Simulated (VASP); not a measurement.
Method: PBEsol GGA, VASP's PBE PAW potentials (set 64) (plane waves; VASP).

A VASP calculation is set up with these files.

**POSCAR**
```
KI
1
    0.0000000000     3.5075816859     3.5075816859
    3.5075816859     0.0000000000     3.5075816859
    3.5075816859     3.5075816859     0.0000000000
K I
1 1
Direct
  0.0000000000   0.0000000000   0.0000000000
  0.5000000000   0.5000000000   0.5000000000
```

**KPOINTS**
```
k-points along high-symmetry lines
15
Line-mode
Reciprocal
  0.000000   0.000000   0.000000 ! GAMMA
  0.500000   0.000000   0.500000 ! X

  0.500000   0.000000   0.500000 ! X
  0.625000   0.250000   0.625000 ! U

  0.375000   0.375000   0.750000 ! K
  0.000000   0.000000   0.000000 ! GAMMA

  0.000000   0.000000   0.000000 ! GAMMA
  0.500000   0.500000   0.500000 ! L

  0.500000   0.500000   0.500000 ! L
  0.500000   0.250000   0.750000 ! W

  0.500000   0.250000   0.750000 ! W
  0.500000   0.000000   0.500000 ! X
```

### INCAR
```
SYSTEM = KI
PREC = Accurate; ENCUT = 400; LREAL = .FALSE.
LASPH = .TRUE.; ICHARG = 11
EDIFF = 1E-7; NELM = 100; ALGO = Normal
LMAXMIX = 4
ISMEAR = 0; SIGMA = 0.05
GGA = PS
LWAVE = .FALSE.; LCHARG = .FALSE.; LORBIT = 11
```

POTCAR, in this order: K_sv I (PBE.64 set). Program: vasp_std. Read from the step before: CHGCAR.

The resulting files:

OUTCAR:
```
 ion  position               nearest neighbor table
   1  0.000  0.000  0.000-   2 3.51   2 3.51   2 3.51   2 3.51   2 3.51   2 3.51
   2  0.500  0.500  0.500-   1 3.51   1 3.51   1 3.51   1 3.51   1 3.51   1 3.51
  LATTYP: Found a face centered cubic cell.
 ALAT       =     7.0151633718
 Subroutine PRICEL returns:
 Original cell was already a primitive cell.
 Subroutine GETGRP returns: Found 48 space group operations
The static configuration has the point symmetry O_h .
The dynamic configuration has the point symmetry O_h .
 Subroutine INISYM returns: Found 48 space group operations
   k-points           NKPTS =     90   k-points in BZ     NKDIM =     90   number of bands    NBANDS=     12
   number of dos      NEDOS =    301   number of ions     NIONS =      2
   total plane-waves  NPLWV =  32768
   dimension x,y,z NGX =    32 NGY =   32 NGZ =   32
   dimension x,y,z NGXF=    64 NGYF=   64 NGZF=   64
   ions per type =               1   1
   PREC   = accura    normal or accurate (medium, high low for compatibility)
   ISTART =      0    job   : 0-new  1-cont  2-samecut
   ICHARG =     11    charge: 1-file 2-atom 10-const
   ISPIN  =      1    spin polarized calculation?
   LNONCOLLINEAR =      F non collinear calculations
   LSORBIT =      F    spin-orbit coupling
   INIWAV =      1    electr: 0-lowe 1-rand  2-diag
   ENCUT  =  400.0 eV  29.40 Ry    5.42 a.u.   8.09  8.09  8.09*2*pi/ulx,y,z
   NELM   =    100;   NELMIN=  2; NELMDL= -5     # of ELM steps
   EDIFF  = 0.1E-06   stopping-criterion for ELM
   LREAL  =      F    real-space projection
   NLSPLINE    = F    spline interpolate recip. space projectors
   LMAXMIX     =    4 max onsite mixed and CHGCAR
   VOSKOWN=      0    Vosko Wilk Nusair interpolation
   EDIFFG = 0.1E-05   stopping-criterion for IOM
   NSW    =      0    number of steps for IOM
   NBLOCK =      1;   KBLOCK =      1    inner block; outer block
   IBRION =     -1    ionic relax: 0-MD 1-quasi-New 2-CG
   NFREE  =      0    steps in history (QN), initial steepest desc. (CG)
   ISIF   =      2    stress and relaxation
   ISYM   =      2    0-nonsym 1-usesym 2-fastsym
   TEIN   =    0.0    initial temperature
   TEBEG  =    0.0;   TEEND  =   0.0 temperature during run
   SMASS  =  -3.00    Nose mass-parameter (am)
   PSTRESS=    0.0 pullay stress
   NELECT =      16.0000    total number of electrons
   EFERMI =   0.00;   METHOD = LEGACY
   ISMEAR =     0;   SIGMA  =   0.05  broadening in eV -4-tet -1-fermi 0-gaus
   IALGO  =     38    algorithm
   LDIAG  =      T    sub-space diagonalisation (order eigenvalues)
   IMIX   =      4    mixing-type and parameters
     AMIX     =   0.40;   BMIX     =  1.00
     AMIX_MAG =   1.60;   BMIX_MAG =  1.00
     AMIN     =   0.10
   GGA     = PS    functional components
   VOSKOWN =     0    Vosko Wilk Nusair interpolation
   LHFCALC =     F    Hartree Fock is set to
   LHFONE  =     F    Hartree Fock one center treatment
   AEXX    =    0.0000 exact exchange contribution
   IVDW    =     0    specifies the selected vdW correction
   LEPSILON=     F    determine dielectric tensor
   LRPA    =     F    only Hartree local field effects (RPA)
  energy-cutoff  :      400.00
  volume of cell :       86.31
      direct lattice vectors                 reciprocal lattice vectors
     0.000000000  3.507581686  3.507581686    -0.142548355  0.142548355  0.142548355
     3.507581686  0.000000000  3.507581686     0.142548355 -0.142548355  0.142548355
     3.507581686  3.507581686  0.000000000     0.142548355  0.142548355 -0.142548355
 k-point     1 :   0.0000 0.0000 0.0000  plane waves:    1471
 k-point     2 :   0.0357 0.0000 0.0357  plane waves:    1543
 k-point     3 :   0.0714 0.0000 0.0714  plane waves:    1543
 k-point     4 :   0.1071 0.0000 0.1071  plane waves:    1547
 k-point     5 :   0.1429 0.0000 0.1429  plane waves:    1551
 k-point     6 :   0.1786 0.0000 0.1786  plane waves:    1555
 k-point     7 :   0.2143 0.0000 0.2143  plane waves:    1559
 k-point     8 :   0.2500 0.0000 0.2500  plane waves:    1587
 k-point     9 :   0.2857 0.0000 0.2857  plane waves:    1572
 k-point    10 :   0.3214 0.0000 0.3214  plane waves:    1580
...
```

File OSZICAR:
```
       N       E                     dE             d eps       ncg     rms          rms(c)
DAV:   1     0.798334083772E+02    0.79833E+02   -0.57370E+03  2160   0.921E+02
DAV:   2    -0.503064349693E+00   -0.80336E+02   -0.74490E+02  2640   0.223E+02
DAV:   3    -0.516084486946E+01   -0.46578E+01   -0.46350E+01  2784   0.509E+01
DAV:   4    -0.539723325896E+01   -0.23639E+00   -0.23621E+00  3836   0.102E+01
DAV:   5    -0.539877789794E+01   -0.15446E-02   -0.15446E-02  2772   0.844E-01
DAV:   6    -0.539882399856E+01   -0.46101E-04   -0.46100E-04  3244   0.107E-01
DAV:   7    -0.539882456292E+01   -0.56437E-06   -0.56439E-06  3120   0.149E-02
DAV:   8    -0.539882457680E+01   -0.13873E-07   -0.13844E-07  2632   0.201E-03
   1 F= -.53988246E+01 E0= -.53988246E+01  d E =-.449148E-18
```

OUTCAR:
```
 val. band max:       -0.3967391939   @ k =   0.0000   0.0000   0.0000

 cond. band min:       3.4632972136   @ k =   0.0000   0.0000   0.0000



 k-point     1 :       0.0000    0.0000    0.0000
  band No.  band energies     occupation
      1     -28.6857      2.00000
      2     -12.2408      2.00000
      3     -12.2408      2.00000
      4     -12.2408      2.00000
      5     -10.9672      2.00000
      6      -0.3967      2.00000
      7      -0.3967      2.00000
      8      -0.3967      2.00000
      9       3.4633      0.00000
     10       6.0198      0.00000
     11       6.0198      0.00000
     12       6.0198      0.00000

 k-point     2 :       0.0357    0.0000    0.0357
  band No.  band energies     occupation
      1     -28.6857      2.00000
      2     -12.2441      2.00000
      3     -12.2411      2.00000
      4     -12.2411      2.00000
      5     -10.9613      2.00000
      6      -0.4316      2.00000
      7      -0.4030      2.00000
      8      -0.4030      2.00000
      9       3.5114      0.00000
     10       5.9809      0.00000
     11       6.0520      0.00000
     12       6.0520      0.00000

 k-point     3 :       0.0714    0.0000    0.0714
  band No.  band energies     occupation
      1     -28.6856      2.00000
      2     -12.2532      2.00000
      3     -12.2419      2.00000
      4     -12.2419      2.00000
      5     -10.9444      2.00000
      6      -0.5277      2.00000
      7      -0.4211      2.00000
      8      -0.4211      2.00000
      9       3.6467      0.00000
     10       5.8738      0.00000
     11       6.1480      0.00000
     12       6.1480      0.00000

 k-point     4 :       0.1071    0.0000    0.1071
  band No.  band energies     occupation
      1     -28.6854      2.00000
      2     -12.2664      2.00000
      3     -12.2431      2.00000
      4     -12.2431      2.00000
      5     -10.9194      2.00000
      6      -0.6652      2.00000
      7      -0.4495      2.00000
...
```

The density is held fixed in this step, so its total energy and stress have no physical meaning. Unless said otherwise, spin-orbit coupling is left out, though it shifts the bands of the heavy elements here.

The structure was generated: KI was put into the rock salt type (Fm-3m), which need not be its known phase. It was relaxed first, which changed the volume by -14 %.
